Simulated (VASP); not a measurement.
Calculation: r2SCAN meta-GGA, VASP's PBE PAW potentials (set 64) (plane waves; VASP).

VASP input:

**INCAR**
```
ALGO = Normal
EDIFF = 1E-6
EDIFFG = -0.02
ENCUT = 520
IBRION = 2
ISIF = 3
ISMEAR = 1
LASPH = .TRUE.
LCHARG = .FALSE.
LMAXMIX = 4
LMIXTAU = .TRUE.
LREAL = .FALSE.
LWAVE = .FALSE.
METAGGA = R2SCAN
NELM = 100
NSW = 60
PREC = Accurate
SIGMA = 0.1
SYSTEM = B2Rh
```

File POSCAR:
```
B2Rh
1.0
  3.0678980535   0.0000000000   0.0000000000
 -1.5339490267   2.6568777290   0.0000000000
  0.0000000000   0.0000000000   3.1450917205
Rh B
1 2
Cart
  0.0000000000   0.0000000000   3.1450917205
 -0.0000015339   1.7712527050   1.5725458602
  1.5339505607   0.8856250240   1.5725458602
```

File KPOINTS:
```
K-points
0
G
 10 10 9
```

POTCAR, in this order: Rh_pv B (PBE.64 set). Program: vasp_std.

Question: Estimate the energy per atom (σ→0), volume per atom, band gap (on the k-mesh).

Answer: 
```yaml
energy per atom (σ→0): -12.800 eV/atom
band gap (on the k-mesh): none (metal, semimetal or under 0.01 eV)
volume_per_atom: 8.71 Å³/atom
```

OSZICAR:
```
...
DAV:   2    -0.383996743412E+02    0.15883E-02   -0.24256E-03  2260   0.512E-01    0.138E-01
DAV:   3    -0.383994243323E+02    0.25001E-03   -0.10151E-03  2320   0.318E-01    0.455E-02
DAV:   4    -0.383994212961E+02    0.30363E-05   -0.14089E-04  2116   0.127E-01    0.263E-02
DAV:   5    -0.383994226087E+02   -0.13126E-05   -0.13976E-05  2282   0.379E-02    0.735E-03
DAV:   6    -0.383994239705E+02   -0.13618E-05   -0.11293E-05  2146   0.343E-02    0.260E-03
DAV:   7    -0.383994257139E+02   -0.17434E-05   -0.34509E-06  2062   0.203E-02    0.181E-03
DAV:   8    -0.383994258539E+02   -0.14003E-06   -0.39662E-07   998   0.677E-03
   5 F= -.38399426E+02 E0= -.38399354E+02  d E =-.210529E-02
```

The structure was generated: B2Rh was put into the AlB2 type (P6/mmm), which need not be its known phase. This run relaxes it. Symmetry was kept, so distortions that lower it aren't found. The start is the result of an earlier pass. The electron count is odd and the run is not spin-polarised, which forces a metal.
